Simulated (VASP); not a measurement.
Here is the system:

```
MnF2
1.0
    4.86161     0.00000     0.00000
    0.00000     4.86161     0.00000
    0.00000     0.00000     3.30031
Mn F
2 4
Direct
  0.00000   0.00000   0.00000
  0.50000   0.50000   0.50000
  0.30411   0.30411   0.00000
  0.80411   0.19589   0.50000
  0.19589   0.80411   0.50000
  0.69589   0.69589   0.00000
```
Starting moments (μB, in the order of the record's atoms Mn Mn F F F F): 4.6 -4.6 0.0 0.0 0.0 0.0.

Method: r2SCAN meta-GGA, VASP's PBE PAW potentials (set 64) (plane waves; VASP). Numerical set-up: 520 eV cut-off, 5×5×8 Γ-centred mesh, tetrahedra with Blöchl corrections, potentials Mn_pv F.

Task: Give the spin-up energies of bands 18 to 31 at the high-symmetry points, in eV from the valence-band maximum.

Result: 
```tsv
band	Γ	Y	C0	Z	A0	T	S	R
18	-5.36	-4.91	-4.91	-5.17	-5.14	-5.14	-5.14	-5.39
19	-4.51	-4.75	-4.75	-4.89	-4.42	-4.42	-5.01	-4.73
20	-4.14	-4.61	-4.61	-4.79	-4.36	-4.36	-4.92	-4.66
21	-4.12	-4.59	-4.59	-4.65	-4.26	-4.26	-4.20	-4.37
22	-3.84	-4.47	-4.47	-4.52	-4.24	-4.24	-4.17	-4.33
23	-1.66	-1.66	-1.66	-1.49	-1.52	-1.52	-1.62	-1.53
24	-1.43	-1.42	-1.42	-1.42	-1.48	-1.48	-1.39	-1.47
25	-1.27	-1.19	-1.19	-1.15	-1.26	-1.26	-1.24	-1.25
26	-0.33	-0.49	-0.49	-0.54	-0.56	-0.56	-0.07	-0.63
27	-0.04	-0.04	-0.04	-0.23	-0.07	-0.07	0.00	-0.01
28	3.01	4.01	4.01	4.24	4.23	4.23	3.95	4.22
29	3.94	4.50	4.50	4.28	4.27	4.27	4.47	4.28
30	4.50	4.52	4.52	4.39	4.50	4.50	4.47	4.49
31	4.52	4.64	4.64	5.19	5.08	5.08	5.08	5.15
```

Task: Give the spin-down energies of bands 18 to 31 at the high-symmetry points, in eV from the valence-band maximum.

Result: 
| band | Γ | Y | C0 | Z | A0 | T | S | R |
|---|---|---|---|---|---|---|---|---|
| 18 | -5.36 | -4.91 | -4.91 | -5.17 | -5.14 | -5.14 | -5.14 | -5.39 |
| 19 | -4.51 | -4.75 | -4.75 | -4.89 | -4.42 | -4.42 | -5.01 | -4.73 |
| 20 | -4.14 | -4.61 | -4.61 | -4.79 | -4.36 | -4.36 | -4.92 | -4.66 |
| 21 | -4.12 | -4.59 | -4.59 | -4.65 | -4.26 | -4.26 | -4.20 | -4.37 |
| 22 | -3.84 | -4.47 | -4.47 | -4.52 | -4.24 | -4.24 | -4.17 | -4.33 |
| 23 | -1.66 | -1.66 | -1.66 | -1.49 | -1.52 | -1.52 | -1.62 | -1.53 |
| 24 | -1.43 | -1.42 | -1.42 | -1.42 | -1.48 | -1.48 | -1.39 | -1.47 |
| 25 | -1.27 | -1.19 | -1.19 | -1.15 | -1.26 | -1.26 | -1.24 | -1.25 |
| 26 | -0.33 | -0.49 | -0.49 | -0.54 | -0.56 | -0.56 | -0.07 | -0.63 |
| 27 | -0.04 | -0.04 | -0.04 | -0.23 | -0.07 | -0.07 | 0.00 | -0.01 |
| 28 | 3.01 | 4.01 | 4.01 | 4.24 | 4.23 | 4.23 | 3.95 | 4.22 |
| 29 | 3.94 | 4.50 | 4.50 | 4.28 | 4.27 | 4.27 | 4.47 | 4.28 |
| 30 | 4.50 | 4.52 | 4.52 | 4.39 | 4.50 | 4.50 | 4.47 | 4.49 |
| 31 | 4.52 | 4.64 | 4.64 | 5.19 | 5.08 | 5.08 | 5.08 | 5.15 |

The gap is indirect, 3.01 eV, from the valence maximum at S to the conduction minimum at Γ.

The compound is MnF2 in the rutile structure. It was relaxed first.
